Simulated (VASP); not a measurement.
Energy against volume of MgSe (rock salt). Level of theory: PBE0 hybrid, VASP's PBE PAW potentials (set 64) (plane waves; VASP).

```
V (Å³/atom)  E (eV/atom)
-----------  -----------
18.969          -4.62970
19.594          -4.64518
20.219          -4.65093
20.845          -4.64836
21.470          -4.63868
```

Q: Fit a third-order Birch-Murnaghan equation of state.

A: 
```json
{
  "volume_per_atom": "20.32 Å^3/atom",
  "bulk_modulus": "67.3 GPa",
  "pressure_derivative_of_the_bulk_modulus": "4.10",
  "lattice_constant_a": "5.458 Å"
}
```

Measured: a 5.460 Å (computed value off by -0.0 %), as given by M J Lucero et al., Journal of Physics Condensed Matter (2012), arXiv:1111.4515. The calculation is for a static lattice, while the measured a holds thermal and zero-point effects, which are part of the difference.

The compound is MgSe in the rock salt structure. It was relaxed first. The cell's shape comes from a PBE relaxation.
